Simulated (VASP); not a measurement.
Output of a VASP run:

**OUTCAR**
```
 ion  position               nearest neighbor table
   1  0.250  0.250  0.250-   2 1.89   2 1.89   2 1.89   2 1.89
   2  0.000  0.000  0.000-   1 1.89   1 1.89   1 1.89   1 1.89
  LATTYP: Found a face centered cubic cell.
 ALAT       =     4.3539900000
 Subroutine PRICEL returns:
 Original cell was already a primitive cell.
 Subroutine GETGRP returns: Found 24 space group operations
The static configuration has the point symmetry T_d .
The dynamic configuration has the point symmetry T_d .
 Subroutine INISYM returns: Found 24 space group operations
 Subroutine IBZKPT returns following result:
 Found     35 irreducible k-points:

 Following reciprocal coordinates:
            Coordinates               Weight
  0.000000  0.000000  0.000000      1.000000
  0.111111  0.000000  0.000000      8.000000
  0.222222  0.000000  0.000000      8.000000
  0.333333  0.000000  0.000000      8.000000
  0.444444  0.000000  0.000000      8.000000
  0.111111  0.111111  0.000000      6.000000
  0.222222  0.111111  0.000000     24.000000
  0.333333  0.111111  0.000000     24.000000
  0.444444  0.111111  0.000000     24.000000
 -0.444444  0.111111  0.000000     24.000000
 -0.333333  0.111111  0.000000     24.000000
 -0.222222  0.111111  0.000000     24.000000
 -0.111111  0.111111  0.000000     12.000000
  0.222222  0.222222  0.000000      6.000000
  0.333333  0.222222  0.000000     24.000000
  0.444444  0.222222  0.000000     24.000000
 -0.444444  0.222222  0.000000     24.000000
 -0.333333  0.222222  0.000000     24.000000
 -0.222222  0.222222  0.000000     12.000000
  0.333333  0.333333  0.000000      6.000000
  0.444444  0.333333  0.000000     24.000000
 -0.444444  0.333333  0.000000     24.000000
 -0.333333  0.333333  0.000000     12.000000
  0.444444  0.444444  0.000000      6.000000
 -0.444444  0.444444  0.000000     12.000000
  0.333333  0.222222  0.111111     24.000000
  0.444444  0.222222  0.111111     48.000000
 -0.444444  0.222222  0.111111     48.000000
  0.444444  0.333333  0.111111     24.000000
 -0.444444  0.333333  0.111111     48.000000
 -0.333333  0.333333  0.111111     48.000000
 -0.222222  0.333333  0.111111     24.000000
 -0.444444  0.444444  0.111111     24.000000
 -0.333333  0.444444  0.111111     24.000000
 -0.333333  0.444444  0.222222     24.000000
   k-points           NKPTS =     35   k-points in BZ     NKDIM =     35   number of bands    NBANDS=      8
   number of dos      NEDOS =    301   number of ions     NIONS =      2
   total plane-waves  NPLWV =  13824
   dimension x,y,z NGX =    24 NGY =   24 NGZ =   24
   dimension x,y,z NGXF=    48 NGYF=   48 NGZF=   48
   ions per type =               1   1
   PREC   = accura    normal or accurate (medium, high low for compatibility)
   ISTART =      0    job   : 0-new  1-cont  2-samecut
   ICHARG =      2    charge: 1-file 2-atom 10-const
   ISPIN  =      1    spin polarized calculation?
   LNONCOLLINEAR =      F non collinear calculations
   LSORBIT =      F    spin-orbit coupling
   INIWAV =      1    electr: 0-lowe 1-rand  2-diag
   ENCUT  =  520.0 eV  38.22 Ry    6.18 a.u.   5.72  5.72  5.72*2*pi/ulx,y,z
   NELM   =    100;   NELMIN=  2; NELMDL= -5     # of ELM steps
   EDIFF  = 0.1E-05   stopping-criterion for ELM
   LREAL  =      F    real-space projection
   NLSPLINE    = F    spline interpolate recip. space projectors
   LMAXMIX     =    2 max onsite mixed and CHGCAR
   VOSKOWN=      0    Vosko Wilk Nusair interpolation
   EDIFFG = -.1E-01   stopping-criterion for IOM
   NSW    =     60    number of steps for IOM
   NBLOCK =      1;   KBLOCK =     60    inner block; outer block
   IBRION =      2    ionic relax: 0-MD 1-quasi-New 2-CG
   NFREE  =      1    steps in history (QN), initial steepest desc. (CG)
   ISIF   =      3    stress and relaxation
   ISYM   =      2    0-nonsym 1-usesym 2-fastsym
   TEIN   =    0.0    initial temperature
   TEBEG  =    0.0;   TEEND  =   0.0 temperature during run
...
```

OSZICAR:
```
       N       E                     dE             d eps       ncg     rms          rms(c)
DAV:   1     0.254304023093E+01    0.25430E+01   -0.40547E+03   576   0.892E+02
DAV:   2    -0.182853438474E+02   -0.20828E+02   -0.19335E+02   848   0.981E+01
DAV:   3    -0.186808134551E+02   -0.39547E+00   -0.39547E+00   672   0.166E+01
DAV:   4    -0.186820615328E+02   -0.12481E-02   -0.12481E-02   864   0.104E+00
DAV:   5    -0.186820621409E+02   -0.60816E-06   -0.60816E-06   672   0.180E-02    0.909E+00
DAV:   6    -0.167340391845E+02    0.19480E+01   -0.84752E+00   624   0.164E+01    0.399E+00
DAV:   7    -0.166595244012E+02    0.74515E-01   -0.33243E-01   848   0.418E+00    0.178E+00
DAV:   8    -0.166391682166E+02    0.20356E-01   -0.24897E-02   616   0.126E+00    0.181E-01
DAV:   9    -0.166389597379E+02    0.20848E-03   -0.95644E-04   880   0.248E-01    0.898E-02
DAV:  10    -0.166389665666E+02   -0.68287E-05   -0.85170E-05   648   0.663E-02    0.255E-02
DAV:  11    -0.166389666717E+02   -0.10512E-06   -0.30937E-06   824   0.125E-02
   1 F= -.16638967E+02 E0= -.16638967E+02  d E =-.166390E+02
       N       E                     dE             d eps       ncg     rms          rms(c)
DAV:   1    -0.166450598363E+02   -0.60933E-02   -0.28922E-01   600   0.468E+00    0.598E-01
DAV:   2    -0.166397182410E+02    0.53416E-02   -0.13511E-02   648   0.774E-01    0.296E-01
DAV:   3    -0.166385742552E+02    0.11440E-02   -0.17917E-03   720   0.301E-01    0.771E-02
DAV:   4    -0.166383873608E+02    0.18689E-03   -0.26695E-04   616   0.995E-02    0.302E-02
DAV:   5    -0.166383826907E+02    0.46701E-05   -0.62156E-06   824   0.210E-02    0.198E-02
DAV:   6    -0.166383823958E+02    0.29491E-06   -0.29406E-07   304   0.501E-03
   2 F= -.16638382E+02 E0= -.16638382E+02  d E =0.584276E-03
       N       E                     dE             d eps       ncg     rms          rms(c)
DAV:   1    -0.166442033210E+02   -0.58206E-02   -0.76204E-02   592   0.237E+00    0.308E-01
DAV:   2    -0.166427828159E+02    0.14205E-02   -0.36627E-03   656   0.401E-01    0.154E-01
DAV:   3    -0.166424789310E+02    0.30388E-03   -0.46389E-04   720   0.153E-01    0.416E-02
DAV:   4    -0.166424272074E+02    0.51724E-04   -0.73188E-05   624   0.517E-02    0.148E-02
DAV:   5    -0.166424258818E+02    0.13256E-05   -0.16385E-06   696   0.108E-02    0.976E-03
DAV:   6    -0.166424257606E+02    0.12116E-06   -0.84434E-08   288   0.273E-03
   3 F= -.16642426E+02 E0= -.16642426E+02  d E =-.345909E-02
```

File OUTCAR:
```
------------------------ aborting loop because EDIFF is reached ----------------------------------------
  FORCE on cell =-STRESS in cart. coord.  units (eV):
  Direction    XX          YY          ZZ          XY          YZ          ZX
  --------------------------------------------------------------------------------------
  Total       -0.0014121     -0.0014121     -0.0014121      0.0000000      0.0000000     -0.0000000
  in kB       -0.1113521     -0.1113521     -0.1113521      0.0000000      0.0000000     -0.0000000
  external PRESSURE =      -0.1113521 kB  Pullay stress =       0.0000000 kB
  volume of cell :       20.32
      direct lattice vectors                 reciprocal lattice vectors
     0.000000000  2.165774436  2.165774436    -0.230864300  0.230864300  0.230864300
     2.165774436  0.000000000  2.165774436     0.230864300 -0.230864300  0.230864300
     2.165774436  2.165774436  0.000000000     0.230864300  0.230864300 -0.230864300
  FREE ENERGIE OF THE ION-ELECTRON SYSTEM (eV)
  ---------------------------------------------------
  free  energy   TOTEN  =       -16.6424257606 eV

  energy  without entropy=      -16.6424257606  energy(sigma->0) =      -16.64242576

 reached required accuracy - stopping structural energy minimisation
```
(Selected blocks of OUTCAR.)

### POSCAR
```
SiC
1
    0.0000000000     2.1769950000     2.1769950000
    2.1769950000     0.0000000000     2.1769950000
    2.1769950000     2.1769950000     0.0000000000
Si C
1 1
Direct
  0.2500000000   0.2500000000   0.2500000000
  0.0000000000   0.0000000000   0.0000000000
```

Problem. Write an INCAR and KPOINTS that could have produced this output.

Solution. One answer among several that fit: the input of the run itself, LDA (Ceperley-Alder, Perdew-Zunger), plane waves, VASP's LDA PAW potentials (set 64).

**INCAR**
```
! general
SYSTEM = SiC
PREC   = Accurate
ENCUT  = 520   ! plane-wave cut-off (eV)
LREAL  = F   ! projection in real space or not
LASPH  = T

! electronic loop
EDIFF  = 1E-6
NELM   = 100   ! most electronic steps
ALGO   = Normal   ! blocked Davidson

! smearing
ISMEAR = 0
SIGMA  = 0.05   ! width (eV)

! ions
IBRION = 2   ! conjugate gradients
NSW    = 60   ! most ionic steps
ISIF   = 3   ! ions, shape and volume
EDIFFG = -0.01

! output
LWAVE  = F
LCHARG = F
```

File KPOINTS:
```
Automatic mesh
0
Gamma
 9 9 9
```

POTCAR, in this order: Si C (LDA.64 set). Program: vasp_std.

The structure comes from a computed database's SiC entry (F-43m); how it stands against other phases isn't given here. This run relaxes it. Symmetry was kept, so distortions that lower it aren't found.
